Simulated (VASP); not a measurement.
Data:

```xyz
4
Lattice="-0.0051 3.9016 3.9024 3.9016 -0.0051 3.9024 1.9482 1.9482 0.0000" Properties=species:S:1:pos:R:3 pbc="T T T"
Pt    -0.0051     3.9016     3.9024
Pt     3.8990     1.9457     1.9512
Pt     3.8990     1.9457     5.8536
Pd     1.9482     1.9482     3.9024
```

Level of theory: PBEsol GGA, VASP's PBE PAW potentials (set 64) (plane waves; VASP 6.6.1). Settings: 400 eV cut-off, Gaussian smearing of 0.050 eV, potentials Pt Pd.

Unless said otherwise, spin-orbit coupling is left out, though it shifts the bands of the heavy elements here.

### Question
Estimate the band gap (along the path) with the smallest direct gap where there is one.

### Answer

```json
{
  "band gap (along the path)": "none (metal, semimetal or under 0.01 eV)"
}
```

Total energies compare only between runs with the same potentials, cut-off and functional.

The structure was generated: PdPt3 was put into an ordered model structure (Cmmm), which need not be its known phase. It was relaxed first.
